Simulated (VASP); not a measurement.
# RuCl2 (P-3m1) in VASP: notebook

The runs below take RuCl2 through single point, with PBE+U.

All numbers are computed with VASP 6.6.1; they aren't measurements. Logs are shortened: lines on timing, memory, paths and dates and some standing lists are left out, and cuts for length are marked.

## Step 1: Starting point

Symmetry: P-3m1, No. 164, trigonal system. Conventional cell: a = 3.550 Å, b = 3.550 Å, c = 5.726 Å, α = 90.00°, β = 90.00°, γ = 120.00°. Ru (site symmetry -3m) is surrounded by 6 Cl at 2.51 Å. Cl (site symmetry 3m) has 3 Ru at 2.51 Å as nearest neighbours.

The cell comes from a database or a generator and needn't be the stable form of this composition.

## Step 2: Single point, PBE+U, collinear spin, ferromagnetic start

Contents of INCAR:

```
  PREC = Accurate
  ENCUT = 520
  EDIFF = 1E-7
  ISMEAR = 0
  SIGMA = 0.05
  LREAL = F
  LASPH = T
  NELM = 100
  ALGO = Fast
  ISIF = 2
  LWAVE = F
  LCHARG = F
  ISPIN = 2
  MAGMOM = 1 0 0
  LORBIT = 11
  LMAXMIX = 4
  LDAU = T
  LDAUTYPE = 2
  LDAUL = 2 -1
  LDAUU = 4 0
  LDAUJ = 0 0
  LDAUPRINT = 1
  GGA = PE
  NBANDS = 25
```

Contents of KPOINTS:

```
Automatic mesh
0
Gamma
  6 6 4
```

Contents of POSCAR:

```
RuCl2
1.0
    3.5496909800      0.0000000000      0.0000000000
   -1.7748454900      3.0741225600      0.0000000000
    0.0000000000      0.0000000000      5.7263882700
Ru Cl
1 2
Direct
    0.0000000000      0.0000000000      0.0000000000
    0.3333333333      0.6666666667      0.2520000000
    0.6666666667      0.3333333333      0.7480000000
```

Potentials or basis: VASP PAW PBE potentials, release 64 (Ru_pv, Cl).

Command:

```bash
$ cat potpaw_PBE.64/Ru_pv/POTCAR potpaw_PBE.64/Cl/POTCAR > POTCAR
$ mpirun -np 1 vasp_std > vasp.out
```

OUTCAR:

```text
PREC = Accurate
   ENCUT = 520
   EDIFF = 1E-7
   ISMEAR = 0
   LREAL = F
   LASPH = T
   NELM = 100
   ISIF = 2
   ISPIN = 2
   LORBIT = 11
   GGA = PE

 ion  position               nearest neighbor table
   1  0.000  0.000  0.000-   2 2.51   3 2.51   3 2.51   2 2.51   3 2.51   2 2.51
   2  0.333  0.667  0.252-   1 2.51   1 2.51   1 2.51
   3  0.667  0.333  0.748-   1 2.51   1 2.51   1 2.51

  LATTYP: Found a hexagonal cell.
 ALAT       =     3.5496909800
 C/A-ratio  =     1.6132075446

  Lattice vectors:

 A1 = (   3.5496909800,   0.0000000000,   0.0000000000)
 A2 = (  -1.7748454900,   3.0741225600,   0.0000000000)
 A3 = (   0.0000000000,   0.0000000000,   5.7263882700)

Analysis of symmetry for initial positions (statically):
=====================================================================
 Subroutine PRICEL returns:
 Original cell was already a primitive cell.

 Routine SETGRP: Setting up the symmetry group for a
 hexagonal supercell.

 Subroutine GETGRP returns: Found 12 space group operations
 (whereof 12 operations were pure point group operations)
 out of a pool of 24 trial point group operations.

The static configuration has the point symmetry D_3d.

Analysis of symmetry for dynamics (positions and initial velocities):
=====================================================================
 Subroutine PRICEL returns:
 Original cell was already a primitive cell.

 Routine SETGRP: Setting up the symmetry group for a
 hexagonal supercell.

 Subroutine GETGRP returns: Found 12 space group operations
 (whereof 12 operations were pure point group operations)
 out of a pool of 24 trial point group operations.

The dynamic configuration has the point symmetry D_3d.

Analysis of structural, dynamic, and magnetic symmetry:
=====================================================================
 Subroutine PRICEL returns:
 Original cell was already a primitive cell.

 Routine SETGRP: Setting up the symmetry group for a
 hexagonal supercell.

 Subroutine GETGRP returns: Found 12 space group operations
 (whereof 12 operations were pure point group operations)
 out of a pool of 24 trial point group operations.

The overall configuration has the point symmetry D_3d.

 Subroutine INISYM returns: Found 12 space group operations
 (whereof 12 operations are pure point group operations),
 and found     1 'primitive' translations

----------------------------------------------------------------------------------------

                                     Primitive cell

  volume of cell :      62.4874

  direct lattice vectors                    reciprocal lattice vectors
     3.549690980  0.000000000  0.000000000     0.281714664  0.162648037  0.000000000
    -1.774845490  3.074122560  0.000000000     0.000000000  0.325296074  0.000000000
     0.000000000  0.000000000  5.726388270     0.000000000  0.000000000  0.174630143

  length of vectors
     3.549690980  3.549690976  5.726388270     0.325296074  0.325296074  0.174630143

  position of ions in fractional coordinates (direct lattice)
     0.000000000  0.000000000  0.000000000
     0.333333333  0.666666667  0.252000000
     0.666666667  0.333333333  0.748000000

  ion indices of the primitive-cell ions
   primitive index   ion index
                 1           1
                 2           2
                 3           3

----------------------------------------------------------------------------------------

 KPOINTS: Automatic mesh

Automatic generation of k-mesh.
 Grid dimensions read from file:
 generate k-points for:    6    6    4

 Generating k-lattice:

  Cartesian coordinates                     Fractional coordinates (reciprocal lattice)
     0.046952444  0.027108006  0.000000000     0.166666667 -0.000000000  0.000000000
     0.000000000  0.054216012  0.000000000     0.000000000  0.166666667  0.000000000
     0.000000000  0.000000000  0.043657536     0.000000000  0.000000000  0.250000000

  Length of vectors
     0.054216012  0.054216012  0.043657536

  Shift w.r.t. Gamma in fractional coordinates (k-lattice)
     0.000000000  0.000000000  0.000000000

 Subroutine IBZKPT returns following result:
 ===========================================

 Found     24 irreducible k-points:

 Following reciprocal coordinates:
            Coordinates               Weight
  0.000000  0.000000  0.000000      1.000000
  0.166667 -0.000000  0.000000      6.000000
  0.333333  0.000000  0.000000      6.000000
  0.500000  0.000000  0.000000      3.000000
  0.166667  0.166667  0.000000      6.000000
  0.333333  0.166667  0.000000     12.000000
[... 16 lines left out ...]
  0.333333  0.166667  0.500000     12.000000
  0.333333  0.333333  0.500000      2.000000
   k-points           NKPTS =     24   k-points in BZ     NKDIM =     24   number of bands    NBANDS=     25
   number of dos      NEDOS =    301   number of ions     NIONS =      3
   total plane-waves  NPLWV =  37632
   dimension x,y,z NGX =    28 NGY =   28 NGZ =   48
   dimension x,y,z NGXF=    56 NGYF=   56 NGZF=   96
   ions per type =               1   2
   NGX,Y,Z   is equivalent  to a cutoff of  13.11, 13.11, 13.94 a.u.
   NGXF,Y,Z  is equivalent  to a cutoff of  26.23, 26.23, 27.87 a.u.
 SYSTEM =  unknown system
   PREC   = accura    normal or accurate (medium, high low for compatibility)
   ISTART =      0    job   : 0-new  1-cont  2-samecut
   ICHARG =      2    charge: 1-file 2-atom 10-const
   ISPIN  =      2    spin polarized calculation?
   LNONCOLLINEAR =      F non collinear calculations
   LSORBIT =      F    spin-orbit coupling
   LASPH  =      T    aspherical Exc in radial PAW
   ENCUT  =  520.0 eV  38.22 Ry    6.18 a.u.   6.60  6.60 10.65*2*pi/ulx,y,z
   NELM   =    100;   NELMIN=  2; NELMDL= -5     # of ELM steps
   EDIFF  = 0.1E-06   stopping-criterion for ELM
   LREAL  =      F    real-space projection
   EDIFFG = 0.1E-05   stopping-criterion for IOM
   NSW    =      0    number of steps for IOM
   IBRION =     -1    ionic relax: 0-MD 1-quasi-New 2-CG
   NFREE  =      0    steps in history (QN), initial steepest desc. (CG)
   ISIF   =      2    stress and relaxation
   ISYM   =      2    0-nonsym 1-usesym 2-fastsym
   POTIM  = 0.5000    time-step for ionic-motion
   TEBEG  =    0.0;   TEEND  =   0.0 temperature during run
   PSTRESS=    0.0 pullay stress
   NELECT =      28.0000    total number of electrons
   NUPDOWN=      -1.0000    fix difference up-down
   EMIN   =  10.00;   EMAX   =-10.00  energy-range for DOS
   EFERMI =   0.00;   METHOD = LEGACY
   ISMEAR =     0;   SIGMA  =   0.05  broadening in eV -4-tet -1-fermi 0-gaus
   EFERMI_NEDOS =   21; number of points for ismear=-14 and -15
   IALGO  =     68    algorithm
   IMIX   =      4    mixing-type and parameters
     AMIX     =   0.40;   BMIX     =  1.00
     AMIX_MAG =   1.60;   BMIX_MAG =  1.00
  volume/ion in A,a.u.               =      20.83       140.56
  Fermi-wavevector in a.u.,A,eV,Ry     =   1.252747  2.367348 21.352640  1.569375
  Thomas-Fermi vector in A             =   2.386633
   LORBIT       =     11    0 simple, 1 ext, 2 COOP (PROOUT), +10 PAW based schemes
 LDA+U is selected, type is set to LDAUTYPE =  2
   angular momentum for each species LDAUL =     2   -1
   U (eV)           for each species LDAUU =   4.0  0.0
   J (eV)           for each species LDAUJ =   0.0  0.0
   GGA     = PE    functional components
   LHFCALC =     F    Hartree Fock is set to
   AEXX    =    0.0000 exact exchange contribution
   IVDW    =     0    specifies the selected vdW correction
   LEPSILON=     F    determine dielectric tensor
   LRPA    =     F    only Hartree local field effects (RPA)
 spin polarized calculation
 RMM-DIIS sequential band-by-band and
 Gauss-broadening in eV      SIGMA  =   0.05
  energy-cutoff  :      520.00
  volume of cell :       62.49
 maximum number of plane-waves:      1725
 NGX is ok and might be reduce to    28
   NGX = 13   NGY = 13   NGZ = 21

 number of electron      28.0000006 magnetization       0.0000416

atom =   1  type =  1  l = 2

 onsite density matrix

spin component  1

  0.6629  0.0000 -0.0000  0.3135  0.0000
  0.0000  0.4134 -0.0000 -0.0000  0.3135
 -0.0000 -0.0000  0.8791 -0.0000 -0.0000
  0.3135 -0.0000 -0.0000  0.4134  0.0000
  0.0000  0.3135 -0.0000  0.0000  0.6629

spin component  2

  0.6628  0.0000 -0.0000  0.3136  0.0000
  0.0000  0.4134 -0.0000 -0.0000  0.3136
 -0.0000 -0.0000  0.8791 -0.0000 -0.0000
  0.3136 -0.0000 -0.0000  0.4134  0.0000
  0.0000  0.3136 -0.0000  0.0000  0.6628

 occupancies and eigenvectors

  o =  0.2007  v =  0.0000 -0.8276  0.0000 -0.0000  0.5614  0.0000  0.0000  0.0000  0.0000  0.0000      0.0000  0.0000  0.0000  0.0000  0.0000  0.0000  0.0000  0.0000  0.0000  0.0000
  o =  0.2007  v = -0.5614  0.0000 -0.0000  0.8276  0.0000  0.0000  0.0000  0.0000  0.0000  0.0000      0.0000  0.0000  0.0000  0.0000  0.0000  0.0000  0.0000  0.0000  0.0000  0.0000
  o =  0.2007  v =  0.0000  0.0000  0.0000  0.0000  0.0000  0.0000 -0.8275  0.0000 -0.0000  0.5614      0.0000  0.0000  0.0000  0.0000  0.0000  0.0000  0.0000  0.0000  0.0000  0.0000
  o =  0.2007  v =  0.0000  0.0000  0.0000  0.0000  0.0000 -0.5614  0.0000 -0.0000  0.8275  0.0000      0.0000  0.0000  0.0000  0.0000  0.0000  0.0000  0.0000  0.0000  0.0000  0.0000
  o =  0.8756  v =  0.0000  0.5614  0.0000 -0.0000  0.8276  0.0000  0.0000  0.0000  0.0000  0.0000      0.0000  0.0000  0.0000  0.0000  0.0000  0.0000  0.0000  0.0000  0.0000  0.0000
  o =  0.8756  v = -0.8276  0.0000  0.0000 -0.5614 -0.0000  0.0000  0.0000  0.0000  0.0000  0.0000      0.0000  0.0000  0.0000  0.0000  0.0000  0.0000  0.0000  0.0000  0.0000  0.0000
  o =  0.8756  v =  0.0000  0.0000  0.0000  0.0000  0.0000  0.0000  0.5614  0.0000 -0.0000  0.8275      0.0000  0.0000  0.0000  0.0000  0.0000  0.0000  0.0000  0.0000  0.0000  0.0000
  o =  0.8756  v =  0.0000  0.0000  0.0000  0.0000  0.0000 -0.8275  0.0000  0.0000 -0.5614 -0.0000      0.0000  0.0000  0.0000  0.0000  0.0000  0.0000  0.0000  0.0000  0.0000  0.0000
  o =  0.8791  v =  0.0000  0.0000 -1.0000 -0.0000  0.0000  0.0000  0.0000  0.0000  0.0000  0.0000      0.0000  0.0000  0.0000  0.0000  0.0000  0.0000  0.0000  0.0000  0.0000  0.0000
  o =  0.8791  v =  0.0000  0.0000  0.0000  0.0000  0.0000  0.0000  0.0000 -1.0000 -0.0000  0.0000      0.0000  0.0000  0.0000  0.0000  0.0000  0.0000  0.0000  0.0000  0.0000  0.0000

 number of electron      28.0000006 magnetization      -0.0000329

 Free energy of the ion-electron system (eV)
  ---------------------------------------------------
  ext. energy  EPLUGINS =         0.00000000
  ---------------------------------------------------
  free energy    TOTEN  =       -10.50320859 eV

  energy without entropy =      -10.50320859  energy(sigma->0) =      -10.50320859

 E-fermi :   4.0364     XC(G=0):  -9.8245

 val. band max:        3.7933235161   @ k =   0.0000   0.3333   0.2500
 cond. band min:       6.4699657315   @ k =   0.1667  -0.0000   0.5000
 fundamental gap:      2.6766422154
 Fermi energy:         4.0364260539

 spin component 1

 k-point     1 :       0.0000    0.0000    0.0000
  band No.  band energies     occupation
      1     -37.2441      1.00000
      2     -37.1712      1.00000
      3     -37.1712      1.00000
      4     -11.8819      1.00000
      5     -10.9904      1.00000
      6      -1.7191      1.00000
[... 661 lines left out ...]
     24      16.4762      0.00000
     25      17.0636      0.00000
 Fermi energy:         4.0364260539

 spin component 2

 k-point     1 :       0.0000    0.0000    0.0000
  band No.  band energies     occupation
      1     -37.2441      1.00000
      2     -37.1711      1.00000
      3     -37.1711      1.00000
      4     -11.8819      1.00000
      5     -10.9904      1.00000
      6      -1.7191      1.00000
[... 661 lines left out ...]
     24      16.4762      0.00000
     25      18.9342      0.00000

------------------------ aborting loop because EDIFF is reached ----------------------------------------

  FORCE on cell =-STRESS in cart. coord.  units (eV):
  Direction    XX          YY          ZZ          XY          YZ          ZX
  --------------------------------------------------------------------------------------
  -------------------------------------------------------------------------------------
  Total       -0.3037309     -0.3037309     -1.6790759      0.0000000     -0.0000000     -0.0000000
  in kB       -7.7876599     -7.7876598    -43.0515111      0.0000000     -0.0000000     -0.0000000
  external PRESSURE =     -19.5422769 kB  Pullay stress =       0.0000000 kB

 VOLUME and BASIS-vectors are now :
 -----------------------------------------------------------------------------
  energy-cutoff  :      520.00
  volume of cell :       62.49
      direct lattice vectors                 reciprocal lattice vectors
     3.549690980  0.000000000  0.000000000     0.281714664  0.162648037  0.000000000
    -1.774845490  3.074122560  0.000000000     0.000000000  0.325296074  0.000000000
     0.000000000  0.000000000  5.726388270     0.000000000  0.000000000  0.174630143

 POSITION                                       TOTAL-FORCE (eV/Angst)
 -----------------------------------------------------------------------------------
      0.00000      0.00000      0.00000         0.000000      0.000000      0.000000
     -0.00000      2.04942      1.44305         0.000000     -0.000000     -1.003493
      1.77485      1.02471      4.28334        -0.000000      0.000000      1.003493
 -----------------------------------------------------------------------------------
    total drift:                                0.000000     -0.000000      0.000000

  FREE ENERGIE OF THE ION-ELECTRON SYSTEM (eV)
  ---------------------------------------------------
  free  energy   TOTEN  =       -10.5032085893 eV

  energy  without entropy=      -10.5032085893  energy(sigma->0) =      -10.50320859

 total charge

# of ion       s       p       d       tot
------------------------------------------
    1        0.213   6.139   6.018  12.370
    2        1.598   3.495   0.000   5.093
    3        1.598   3.495   0.000   5.093
--------------------------------------------------
tot          3.409  13.129   6.018  22.556

 magnetization (x)

# of ion       s       p       d       tot
------------------------------------------
    1        0.000   0.000  -0.000  -0.000
    2        0.000   0.000   0.000   0.000
    3        0.000   0.000   0.000   0.000
--------------------------------------------------
tot          0.000   0.000  -0.000  -0.000
```

Run time: 44 s. Hardware: 1 thread of Intel Xeon 6975P-C (Granite Rapids), shared host; peak memory 0.24 GiB.

What came out:

```yaml
Free_energy: -10.5032 eV
Pressure: -2.0 GPa
Largest_force: 1.003 eV/Å
Band_gap_on_the_k_mesh: 2.68 eV, indirect (least direct gap 2.80 eV)
Net_moment: 0.00 μB per cell
Valence_electrons_inside_the_program's_atomic_spheres: Ru 12.37; Cl 5.09
```

Forces in eV/Å, atoms in the order of the input:
```
Ru   0.000  0.000  0.000
Cl   0.000  0.000 -1.003
Cl   0.000  0.000  1.003
```

Eigenvalues of the final occupation matrices:
```
    site  spin  trace               eigenvalues
site 1 d     1   3.03  0.20 0.20 0.88 0.88 0.88
site 1 d     2   3.03  0.20 0.20 0.88 0.88 0.88
```

Caveat: forces of over 1 eV/Å show positions far from the minimum, so gaps and moduli don't describe the material at rest.

(Continued in part 2 of 2.)
